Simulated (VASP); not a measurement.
# H15C2NO6 in VASP: a series of runs, part 2 of 2

VASP 6.6.1.

### 3 Single point, r2SCAN+D3(BJ)

Contents of POSCAR:

```
H15C2NO6
1.0
    6.2170530000      0.0000000000      0.0000000000
    0.0000000000      6.2170530000      0.0000000000
    0.0000000000      0.0000000000      6.2170530000
O H C N
6 15 2 1
Direct
    0.7334182289      0.6637228282      0.5096787819
    0.8973383370      0.3982272630      0.8479901973
    0.0039890282      0.3099539283      0.2573405760
    0.4141672912      0.8233161274      0.7785521532
    0.1450043936      0.7960202366      0.4108055698
    0.2633080336      0.2549117725      0.6175112228
    0.8753504273      0.7297026421      0.4768979772
    0.6825098644      0.6113990021      0.3721216467
    0.8431808447      0.4781204214      0.7242498978
    1.0382411088      0.3651247625      0.7831684883
   -0.0512300603      0.3010268692      0.1090388002
    0.1138481528      0.4142959695      0.2373632652
    0.4072669157      0.7284801979      0.9020190113
    0.5261174386      0.7686117522      0.6875444041
    0.1982128832      0.6980638576      0.3070264963
    0.2454378304      0.7911304600      0.5291574642
    0.1659789614      0.2064482963      0.5041616985
    0.3324565514      0.1314770841      0.6756899129
    0.6477184608      0.0904447815      0.0883055042
    0.6373759400      0.1448113761      0.3623260088
    0.4204242750      0.0190122233      0.2156327122
    0.5453548490      0.1377340679      0.2122066516
    0.4706088238      0.3482357316      0.1500550180
    0.4096957192      0.5221927495      0.1168720936
```

Contents of INCAR.step1:

```
  PREC = Accurate
  ENCUT = 520
  ISMEAR = -1
  SIGMA = 0.02
  LREAL = Auto
  LASPH = T
  NELM = 60
  NBANDS = 50
  GGA = PE
  ALGO = Normal
  EDIFF = 1E-4
  LWAVE = T
  LCHARG = F
```

Contents of INCAR.step2:

```
  PREC = Accurate
  ENCUT = 520
  EDIFF = 1E-6
  ISMEAR = -1
  SIGMA = 0.02
  LREAL = Auto
  LASPH = T
  NELM = 60
  ALGO = Normal
  ISIF = 2
  LWAVE = F
  LCHARG = T
  METAGGA = R2SCAN
  LMIXTAU = T
  IVDW = 12
  VDW_S6 = 1.0
  VDW_S8 = 0.78981345
  VDW_A1 = 0.49484001
  VDW_A2 = 5.73083694
  LELF = T
  LVHAR = T
  NBANDS = 50
  ISTART = 1
```

Contents of KPOINTS:

```
Automatic mesh
0
Gamma
  1 1 1
```

Potentials or basis: VASP PAW PBE potentials, release 64 (O, H, C, N).

The run is started by

```console
$ cat potpaw_PBE.64/O/POTCAR potpaw_PBE.64/H/POTCAR potpaw_PBE.64/C/POTCAR potpaw_PBE.64/N/POTCAR > POTCAR
$ cp INCAR.step1 INCAR
$ mpirun -np 1 vasp_gam > vasp.out
$ cp INCAR.step2 INCAR
$ mpirun -np 1 vasp_gam > vasp.out
```

Run time: 55 s. Hardware: 1 thread of Intel Xeon 6975P-C (Granite Rapids), shared host; peak memory 0.33 GiB.

It converged, with:

```
Free energy                : -134.1292 eV
Pressure                   : 0.9 GPa
Largest force              : 2.099 eV/Å
Band gap on the k mesh     : 5.66 eV, direct
Dispersion energy per atom : -0.020 eV
```

Forces in eV/Å, atoms in the order of the input:
```
O    0.305  0.324 -0.151
O    0.673  0.158 -0.932
O   -0.689 -0.581 -0.373
O   -0.643  0.789 -0.069
O   -0.801  0.787  0.278
O   -0.555  0.881 -0.370
H   -0.204 -0.207  0.107
H    0.028 -0.121  0.141
H   -0.873  0.175  0.273
H    0.109 -0.427  0.491
H   -0.050  0.037  0.464
H    0.528  0.433  0.055
H   -0.103 -0.226  0.066
H    0.961 -0.370 -0.380
H    0.514 -0.521 -0.786
H    0.140 -0.068  0.735
H    0.132 -0.085  0.070
H    0.247 -0.899  0.385
H    1.448 -0.685 -1.357
H   -0.253  0.069 -0.079
H   -0.769 -0.207  0.298
C   -0.078  0.996  0.526
C   -0.244  0.294  0.635
N    0.177 -0.545 -0.028
```

Stress tensor (GPa, compression positive):
```
 1.90 -0.34 -1.00
-0.34  0.69  0.93
-1.00  0.93  0.21
```

Levels at points of the mesh, in eV from the valence-band top:
| k point | band 30 | band 31 | band 32 | band 33 | band 34 | band 35 |
| --- | --- | --- | --- | --- | --- | --- |
| (0.00, 0.00, 0.00) | -0.46 | -0.26 | 0.00 | 5.66 | 6.13 | 6.29 |

Caveat: the standard files for N, O and F lose accuracy on very short bonds; the PAW data sets were made with another functional, which shifts forces and pressure a little. r2SCAN opens gaps a little over a GGA but as a rule still falls short of measured ones.

### 4 Single point, r2SCAN+D3(BJ)

Contents of POSCAR:

```
H15C2NO6
1.0
    6.2170530000      0.0000000000      0.0000000000
    0.0000000000      6.2170530000      0.0000000000
    0.0000000000      0.0000000000      6.2170530000
O H C N
6 15 2 1
Direct
    0.7341581293      0.6606988874      0.5073464872
    0.8984642724      0.3964901055      0.8465425661
    0.0052918963      0.3129617843      0.2575496783
    0.4075886115      0.8206943065      0.7823642488
    0.1418678593      0.7903744749      0.4133147972
    0.2717686338      0.2634367119      0.6157579805
    0.8683857127      0.7247002720      0.4742439867
    0.6857589922      0.6018928904      0.3684060599
    0.8326131368      0.4714452330      0.7229952841
    1.0443694143      0.3586104220      0.7866428033
   -0.0503775663      0.2981959459      0.1179336898
    0.1259921702      0.4084089359      0.2377171306
    0.3878364878      0.7227057579      0.9084046734
    0.5351570913      0.7605532718      0.7072000190
    0.2093274740      0.7093232115      0.2988875919
    0.2353848359      0.7801123780      0.5372641990
    0.1631319534      0.2012850783      0.5198765396
    0.3355770009      0.1322491541      0.6738884163
    0.6709931538      0.0804882957      0.0902517640
    0.6040160829      0.1506179857      0.3748078068
    0.4040017031      0.0334241963      0.2179810917
    0.5448401357      0.1446826977      0.2069951792
    0.4669254066      0.3535115432      0.1528055173
    0.4105803827      0.5267769150      0.1148454099
```

Contents of INCAR.step1:

```
PREC = Accurate ; ENCUT = 520
ISMEAR = -1 ; SIGMA = 0.02
LREAL = Auto ; LASPH = T
NELM = 100 ; NBANDS = 50
GGA = PE ; ALGO = Normal
EDIFF = 1E-4 ; LWAVE = T
LCHARG = F
```

Contents of INCAR.step2:

```
PREC = Accurate ; ENCUT = 520
EDIFF = 1E-7 ; ISMEAR = -1
SIGMA = 0.02 ; LREAL = Auto
LASPH = T ; NELM = 100
ALGO = Normal ; ISIF = 2
LWAVE = F ; LCHARG = T
METAGGA = R2SCAN ; LMIXTAU = T
IVDW = 12 ; VDW_S6 = 1.0
VDW_S8 = 0.78981345 ; VDW_A1 = 0.49484001
VDW_A2 = 5.73083694 ; LELF = T
LVHAR = T ; NBANDS = 50
ISTART = 1
```

KPOINTS is that of step 3.

The run is started by

```console
$ cat potpaw_PBE.64/O/POTCAR potpaw_PBE.64/H/POTCAR potpaw_PBE.64/C/POTCAR potpaw_PBE.64/N/POTCAR > POTCAR
$ cp INCAR.step1 INCAR
$ mpirun -np 1 vasp_gam > vasp.out
$ cp INCAR.step2 INCAR
$ mpirun -np 1 vasp_gam > vasp.out
```

It took 62 s on 1 thread of Intel Xeon 6975P-C (Granite Rapids), shared host; peak memory 0.34 GiB.

The run converged. Its results:

```yaml
Free_energy: -134.0975 eV
Pressure: -0.8 GPa
Largest_force: 2.146 eV/Å
Band_gap_on_the_k_mesh: 5.61 eV, direct
Dispersion_energy_per_atom: -0.020 eV
```

Forces in eV/Å, atoms in the order of the input:
```
O   -1.915 -0.893 -0.373
O    0.979 -0.014 -1.153
O    0.669 -0.041  1.782
O    0.511 -0.669  0.101
O   -0.371  0.307 -0.431
O   -0.301 -0.835 -0.007
H    1.749  0.645 -0.278
H    0.189  0.216  0.900
H   -0.002 -0.207  0.502
H   -1.021  0.232  0.432
H   -0.730  0.015 -1.634
H   -0.245 -0.052  0.050
H    0.078  0.625 -0.845
H   -0.480  0.307  0.157
H    0.108  0.067  0.082
H    0.317 -0.104  0.573
H    0.073  0.420 -0.155
H    0.078  0.216  0.271
H   -1.092  0.679  0.936
H    0.230  0.050 -0.538
H    0.555  0.322 -0.336
C    0.201 -1.262  0.124
C    0.738 -0.252 -0.200
N   -0.317  0.229  0.040
```

Stress tensor (GPa, compression positive):
```
-0.39  0.90  1.21
 0.90 -0.79 -0.18
 1.21 -0.18 -1.31
```

Levels at points of the mesh, in eV from the valence-band top:
| k point | band 30 | band 31 | band 32 | band 33 | band 34 | band 35 |
| --- | --- | --- | --- | --- | --- | --- |
| (0.00, 0.00, 0.00) | -0.54 | -0.27 | 0.00 | 5.61 | 5.80 | 6.17 |

Caveat: the standard files for N, O and F lose accuracy on very short bonds; the PAW data sets were made with another functional, which shifts forces and pressure a little.

### 5 Molecular dynamics, r2SCAN+D3(BJ)

Contents of POSCAR:

```
H15C2NO6
1.0
    6.2170530000      0.0000000000      0.0000000000
    0.0000000000      6.2170530000      0.0000000000
    0.0000000000      0.0000000000      6.2170530000
O H C N
6 15 2 1
Direct
    0.7398496400      0.6714785100      0.5091060300
    0.8936647000      0.4068976200      0.8452591000
   -0.0022008900      0.3072560900      0.2571581200
    0.4286327400      0.8364114700      0.7598800000
    0.1492151800      0.8001409300      0.4090970800
    0.2422666700      0.2395536300      0.6221450700
    0.8862181800      0.7145469700      0.4668646900
    0.6811625600      0.6025798300      0.3833722500
    0.8122215700      0.4796854800      0.7338338800
    1.0219791400      0.3524966900      0.7708258700
   -0.0701647500      0.3055889200      0.1150425700
    0.0986562800      0.4244795700      0.2319986800
    0.4101994700      0.7284678800      0.8713935000
    0.5531288800      0.7841694400      0.6771069600
    0.2292550200      0.7128202000      0.3066761800
    0.2354834600      0.7926700300      0.5415378700
    0.1607557700      0.1970220900      0.4944440400
    0.2984132700      0.1069381000      0.6814509900
    0.6399428700      0.0616960300      0.0794877200
    0.6495506100      0.1390568300      0.3565951700
    0.4081034100      0.0264558400      0.2469128500
    0.5475879600      0.1293559700      0.2134104900
    0.4738008900      0.3416190200      0.1574619000
    0.4129094600      0.5128616700      0.1171382000
```

Contents of INCAR.step1:

```
SYSTEM = H15C2NO6
ALGO = Normal
EDIFF = 1E-4
ENCUT = 520
GGA = PE
ISMEAR = -1
ISYM = 0
LASPH = .TRUE.
LCHARG = .FALSE.
LREAL = Auto
LWAVE = .TRUE.
NBANDS = 50
NELM = 80
PREC = Accurate
SIGMA = 0.02
```

Contents of INCAR.step2:

```
SYSTEM = H15C2NO6
ALGO = Normal
EDIFF = 1E-5
ENCUT = 520
IBRION = 0
ISIF = 2
ISMEAR = -1
ISTART = 1
ISYM = 0
IVDW = 12
LANGEVIN_GAMMA = 20 20 20 20
LASPH = .TRUE.
LCHARG = .TRUE.
LMIXTAU = .TRUE.
LREAL = Auto
LWAVE = .FALSE.
MDALGO = 3
METAGGA = R2SCAN
NBANDS = 50
NELM = 80
NELMIN = 4
NSW = 40
POTIM = 0.5
PREC = Accurate
RANDOM_SEED = 526468 0 0
SIGMA = 0.02
TEBEG = 300.0
TEEND = 300.0
VDW_A1 = 0.49484001
VDW_A2 = 5.73083694
VDW_S6 = 1.0
VDW_S8 = 0.78981345
```

Contents of KPOINTS:

```
k-points
0
G
  1 1 1
  0 0 0
```

The run is started by

```console
$ cat potpaw_PBE.64/O/POTCAR potpaw_PBE.64/H/POTCAR potpaw_PBE.64/C/POTCAR potpaw_PBE.64/N/POTCAR > POTCAR
$ cp INCAR.step1 INCAR
$ mpirun -np 1 vasp_gam > vasp.out
$ cp INCAR.step2 INCAR
$ mpirun -np 1 vasp_gam > vasp.out
```

Run time: 18 min. Hardware: 1 thread of Intel Xeon 6975P-C (Granite Rapids), shared host; peak memory 0.41 GiB.

Results (log left out):

- Dispersion energy per atom: -0.020 eV

Caveat: the standard files for N, O and F lose accuracy on very short bonds; the PAW data sets were made with another functional, which shifts forces and pressure a little.
